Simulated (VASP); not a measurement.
```xyz
8
Lattice="5.8329 0.0000 0.0000 0.0000 5.8329 0.0000 0.0000 0.0000 5.8329" Properties=species:S:1:pos:R:3 pbc="T T T"
Mg     0.0000     5.8329     5.8329
Te     1.5553     1.5553     1.5553
Te     4.2776     4.2776     1.5553
Te     4.2776     1.5553     4.2776
Te     1.5553     4.2776     4.2776
Be     2.9164     2.9164     5.8329
Be     2.9164     0.0000     2.9164
Be     0.0000     2.9164     2.9164
```

All values below come from PBEsol GGA, VASP's PBE PAW potentials (set 64) (plane waves; VASP 6.6.1). Numerical set-up: 400 eV cut-off, Gaussian smearing of 0.050 eV, potentials Mg Te Be.

Unless said otherwise, spin-orbit coupling is left out, though it shifts the bands of the heavy elements here.

Task: Give the energies of bands 7 to 20 at the high-symmetry points, in eV from the valence-band maximum.

Result: 
| band | Γ | X | M | R |
|---|---|---|---|---|
| 7 | -4.25 | -3.43 | -3.95 | -5.07 |
| 8 | -2.40 | -3.20 | -3.83 | -4.72 |
| 9 | -2.40 | -2.92 | -3.21 | -1.43 |
| 10 | -2.40 | -2.92 | -2.64 | -1.43 |
| 11 | -2.27 | -2.79 | -2.64 | -1.04 |
| 12 | -2.27 | -2.50 | -2.38 | -1.04 |
| 13 | -2.27 | -1.74 | -1.55 | -1.04 |
| 14 | 0.00 | -1.74 | -1.03 | -0.60 |
| 15 | 0.00 | -0.96 | -0.74 | -0.60 |
| 16 | 0.00 | -0.96 | -0.74 | -0.60 |
| 17 | 1.98 | 2.62 | 3.43 | 2.69 |
| 18 | 1.98 | 3.00 | 3.43 | 2.69 |
| 19 | 1.98 | 3.81 | 3.90 | 2.69 |
| 20 | 2.51 | 4.45 | 3.99 | 3.49 |

The gap is direct, 1.98 eV, from the valence maximum at Γ to the conduction minimum at Γ.

The structure was generated: Be3MgTe4 was put into an ordered model structure (P-43m), which need not be its known phase. It was relaxed first.
